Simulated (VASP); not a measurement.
OSZICAR of a VASP run on P (relaxed from the hcp structure, space group P6_3/mmc):

File OSZICAR:
```
       N       E                     dE             d eps       ncg     rms          rms(c)
DAV:   1     0.160560456312E+02    0.16056E+02   -0.40420E+03  1016   0.780E+02
DAV:   2    -0.950032716830E+01   -0.25556E+02   -0.24735E+02  1591   0.111E+02
DAV:   3    -0.101801295509E+02   -0.67980E+00   -0.65855E+00  1226   0.194E+01
DAV:   4    -0.101838248961E+02   -0.36953E-02   -0.36946E-02  1299   0.163E+00
DAV:   5    -0.101838411495E+02   -0.16253E-04   -0.16253E-04  1192   0.923E-02    0.558E+00
DAV:   6    -0.101668731188E+02    0.16968E-01   -0.11554E-02  1088   0.686E-01    0.323E+00
DAV:   7    -0.101601699763E+02    0.67031E-02   -0.19276E-02  1121   0.882E-01    0.165E-01
DAV:   8    -0.101601419486E+02    0.28028E-04   -0.28191E-04  1109   0.136E-01    0.287E-02
DAV:   9    -0.101601415566E+02    0.39203E-06   -0.22495E-06  1458   0.132E-02
   1 F= -.10160142E+02 E0= -.10159512E+02  d E =-.101601E+02
       N       E                     dE             d eps       ncg     rms          rms(c)
DAV:   1    -0.102120199916E+02   -0.51878E-01   -0.13173E+00  1053   0.753E+00    0.124E+00
DAV:   2    -0.101873906105E+02    0.24629E-01   -0.32299E-02  1068   0.148E+00    0.625E-01
DAV:   3    -0.101760346605E+02    0.11356E-01   -0.21549E-02  1061   0.929E-01    0.140E-01
DAV:   4    -0.101760275861E+02    0.70743E-05   -0.17417E-04  1282   0.118E-01    0.935E-02
DAV:   5    -0.101760195436E+02    0.80426E-05   -0.92961E-06  1110   0.251E-02    0.439E-03
DAV:   6    -0.101760191058E+02    0.43781E-06   -0.69025E-07   605   0.612E-03
   2 F= -.10176019E+02 E0= -.10174607E+02  d E =-.158775E-01
       N       E                     dE             d eps       ncg     rms          rms(c)
DAV:   1    -0.101781385694E+02   -0.21190E-02   -0.44107E-02  1052   0.136E+00    0.224E-01
DAV:   2    -0.101772618382E+02    0.87673E-03   -0.11256E-03  1051   0.276E-01    0.112E-01
DAV:   3    -0.101768593178E+02    0.40252E-03   -0.77551E-04  1062   0.176E-01    0.263E-02
DAV:   4    -0.101768577317E+02    0.15860E-05   -0.62860E-06  1264   0.225E-02    0.181E-02
DAV:   5    -0.101768548169E+02    0.29148E-05   -0.28919E-07   540   0.457E-03    0.842E-04
DAV:   6    -0.101768547967E+02    0.20227E-07   -0.33283E-08   522   0.169E-03
   3 F= -.10176855E+02 E0= -.10175603E+02  d E =-.167132E-01
       N       E                     dE             d eps       ncg     rms          rms(c)
DAV:   1    -0.101768638811E+02   -0.90642E-05   -0.34752E-04  1054   0.121E-01    0.198E-02
DAV:   2    -0.101768572434E+02    0.66377E-05   -0.87796E-06  1055   0.244E-02    0.992E-03
DAV:   3    -0.101768541139E+02    0.31295E-05   -0.60034E-06  1026   0.155E-02    0.233E-03
DAV:   4    -0.101768540059E+02    0.10807E-06   -0.46629E-08   516   0.201E-03
   4 F= -.10176854E+02 E0= -.10175625E+02  d E =-.167124E-01
       N       E                     dE             d eps       ncg     rms          rms(c)
DAV:   1    -0.101768764519E+02   -0.22338E-04   -0.84626E-04  1070   0.189E-01    0.193E-02
DAV:   2    -0.101768686847E+02    0.77672E-05   -0.25072E-05  1121   0.407E-02    0.107E-02
DAV:   3    -0.101768641465E+02    0.45381E-05   -0.11047E-05  1110   0.204E-02    0.175E-03
DAV:   4    -0.101768642203E+02   -0.73798E-07   -0.36100E-07   518   0.499E-03
   5 F= -.10176864E+02 E0= -.10175623E+02  d E =-.102145E-04
```

### Question
Which electronic solver shows in the log?

### Answer
It is blocked Davidson (ALGO = Normal, or the opening steps of other solvers). The INCAR had ALGO = Normal.

### Question
Can the final energy be trusted as converged?

### Answer
The run converged. It stopped with EDIFF = 1E-6, NELM = 100, NSW = 60 and EDIFFG = -0.01 after 5 ionic steps (PBEsol GGA, plane waves, VASP's PBE PAW potentials (set 64)). Energy and stress use the plane-wave basis of the starting cell.

The structure was generated: P was put into the hcp type (P6_3/mmc), which need not be its known phase. This run relaxes it. Symmetry was kept, so distortions that lower it aren't found.
